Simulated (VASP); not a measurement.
Input for VASP

### POSCAR
```
HfN
1
    0.0000000000     2.3052000000     2.3052000000
    2.3052000000     0.0000000000     2.3052000000
    2.3052000000     2.3052000000     0.0000000000
Hf N
1 1
Direct
 -0.0151830644   0.0151830644   0.0368731563
  0.5000000000   0.5000000000   0.5000000000
```

File KPOINTS:
```
Automatic mesh
0
Gamma
10 10 10
0 0 0
```

### INCAR
```
SYSTEM = HfN
PREC = Accurate
ENCUT = 520
EDIFF = 1E-3
NELM = 100
ALGO = Normal
LREAL = .FALSE.
LASPH = .TRUE.
ISMEAR = 1
SIGMA = 0.1
GGA = PE
LMAXMIX = 6
LWAVE = .FALSE.
LCHARG = .FALSE.
ISIF = 3
IBRION = 2
NSW = 40
EDIFFG = -0.001
```

POTCAR, in this order: Hf_pv N (PBE.64 set). Program: vasp_std.

Output of the run:

### standard output
```
...
 bond charge predicted
       N       E                     dE             d eps       ncg     rms          rms(c)
DAV:   1    -0.217512935900E+02   -0.42402E-03   -0.18495E-02  6204   0.139E+00    0.520E-01
DAV:   2    -0.217506615298E+02    0.63206E-03   -0.10183E-03  6684   0.297E-01
  34 F= -.21750662E+02 E0= -.21750388E+02  d E =-.272219E-03
 curvature:  -0.33 expect dE=-0.223E-03 dE for cont linesearch -0.223E-03
 ZBRENT: increasing intervall
 opt :   1.0547  next Energy=   -21.751047 (dE=-0.658E-03)
 bond charge predicted
       N       E                     dE             d eps       ncg     rms          rms(c)
DAV:   1    -0.217517339854E+02   -0.44040E-03   -0.75425E-02  6204   0.281E+00    0.105E+00
DAV:   2    -0.217491339721E+02    0.26000E-02   -0.43492E-03  6681   0.608E-01    0.488E-01
DAV:   3    -0.217483788447E+02    0.75513E-03   -0.15978E-03  7203   0.384E-01
  35 F= -.21748379E+02 E0= -.21748107E+02  d E =0.201047E-02
 curvature:  -0.57 expect dE=-0.472E-02 dE for cont linesearch -0.472E-02
 ZBRENT: bracketing found
 ZBRENT: interpolating
 opt :   0.6268  next Energy=   -21.750745 (dE=-0.355E-03)
 bond charge predicted
       N       E                     dE             d eps       ncg     rms          rms(c)
DAV:   1    -0.217520894732E+02   -0.29555E-02   -0.55509E-02  6222   0.238E+00    0.649E-01
DAV:   2    -0.217506300388E+02    0.14594E-02   -0.24810E-03  6453   0.473E-01    0.282E-01
DAV:   3    -0.217502048293E+02    0.42521E-03   -0.90846E-04  6813   0.291E-01
  36 F= -.21750205E+02 E0= -.21749934E+02  d E =0.184481E-03
 curvature:  -0.01 expect dE=-0.494E-04 dE for cont linesearch -0.493E-04
 ZBRENT: interpolating
 opt :   0.5376  next Energy=   -21.750684 (dE=-0.295E-03)
 bond charge predicted
       N       E                     dE             d eps       ncg     rms          rms(c)
DAV:   1    -0.217504934696E+02    0.13657E-03   -0.17867E-03  6204   0.443E-01    0.253E-01
DAV:   2    -0.217504195799E+02    0.73890E-04   -0.11577E-04  3147   0.100E-01
  37 F= -.21750420E+02 E0= -.21750148E+02  d E =-.302693E-04
 curvature:  -0.00 expect dE=-0.162E-04 dE for cont linesearch -0.162E-04
 ZBRENT: interpolating
 opt :   0.5145  next Energy=   -21.750668 (dE=-0.279E-03)
 bond charge predicted
       N       E                     dE             d eps       ncg     rms          rms(c)
DAV:   1    -0.217504507575E+02    0.42712E-04   -0.40611E-05  3267   0.696E-02    0.920E-02
DAV:   2    -0.217504457269E+02    0.50306E-05   -0.89170E-06  3147   0.334E-02
  38 F= -.21750446E+02 E0= -.21750174E+02  d E =-.564163E-04
 curvature:  -0.00 expect dE=-0.329E-05 dE for cont linesearch -0.329E-05
 ZBRENT: accuracy reached
 trial: gam= 0.00000 g(F)=  0.239E-07 g(S)=  0.169E-02 ort =-0.215E-02 (trialstep = 0.121E+00)
 search vector abs. value=  0.169E-02
 bond charge predicted
       N       E                     dE             d eps       ncg     rms          rms(c)
DAV:   1    -0.217506778239E+02   -0.22707E-03   -0.23664E-03  6204   0.497E-01    0.169E-01
DAV:   2    -0.217506066130E+02    0.71211E-04   -0.11015E-04  3339   0.102E-01
  39 F= -.21750607E+02 E0= -.21750334E+02  d E =-.160886E-03
 ZBRENT: can't locate minimum, use default step
 trial-energy change:   -0.000161  1 .order   -0.000209   -0.000205   -0.000213
 step:   0.4850(harm=  0.4850)  dis= 0.00001  next Energy=   -21.751329 (dE=-0.883E-03)
 bond charge predicted
       N       E                     dE             d eps       ncg     rms          rms(c)
DAV:   1    -0.217514614458E+02   -0.78362E-03   -0.21159E-02  6204   0.149E+00    0.524E-01
DAV:   2    -0.217507916881E+02    0.66976E-03   -0.10966E-03  6696   0.310E-01
  40 F= -.21750792E+02 E0= -.21750519E+02  d E =-.345961E-03
 curvature:  -0.37 expect dE=-0.604E-03 dE for cont linesearch -0.604E-03
 ZBRENT: increasing intervall
 opt :   1.2125  next Energy=   -21.751933 (dE=-0.149E-02)
```

### OUTCAR
```
------------------------ aborting loop because EDIFF is reached ----------------------------------------
  FORCE on cell =-STRESS in cart. coord.  units (eV):
  Direction    XX          YY          ZZ          XY          YZ          ZX
  --------------------------------------------------------------------------------------
  Total       -0.1520763     -0.1495826     -0.1492059     -0.0000035      0.0000000      0.0000000
  in kB      -10.4729375    -10.3012069    -10.2752619     -0.0002400      0.0000000      0.0000000
  external PRESSURE =     -10.3498021 kB  Pullay stress =       0.0000000 kB
  volume of cell :       23.27
      direct lattice vectors                 reciprocal lattice vectors
     0.000010060  2.265819311  2.265817276    -0.220671013  0.220671709  0.220670928
     2.265809964 -0.000006435  2.265817276     0.220671013 -0.220671709  0.220670928
     2.265820024  2.265812876  0.000000000     0.220672266  0.220669750 -0.220670928
 POSITION                                       TOTAL-FORCE (eV/Angst)
 -----------------------------------------------------------------------------------
      0.05898      2.29039      2.26582         0.000138      0.000069      0.000000
      2.32480      2.29039      2.26582        -0.000138     -0.000069      0.000000
 -----------------------------------------------------------------------------------
    total drift:                                0.000105      0.000048      0.000000
  FREE ENERGIE OF THE ION-ELECTRON SYSTEM (eV)
  ---------------------------------------------------
  free  energy   TOTEN  =       -21.7507916881 eV

  energy  without entropy=      -21.7499728885  energy(sigma->0) =      -21.75051875
```
(Selected blocks of OUTCAR.)

Problem. Read input and log: which fault does this run have?
A. POTIM is too large for the ionic optimiser
B. the tetrahedron method needs a mesh, and KPOINTS holds a single point
C. molecular dynamics (IBRION = 0) was asked for without POTIM
D. EDIFF is too loose for the force threshold

Solution. D, EDIFF is too loose for the force threshold. Convergence was not reached. Against the sound run, the energy per atom (σ→0) stays essentially unchanged; the pressure drops by 1.04 GPa; the largest force stays essentially unchanged.

To mend it, set EDIFF = 1E-7.

The mended run (PBE GGA, plane waves, VASP's PBE PAW potentials (set 64)) converges, and its OSZICAR ends with
```
  17 F= -.21750669E+02 E0= -.21750396E+02  d E =-.138003E-06
```

The compound is HfN in the rock salt structure. In the starting cell atoms are displaced from their ideal sites. The electron count is odd and the run is not spin-polarised, which forces a metal.
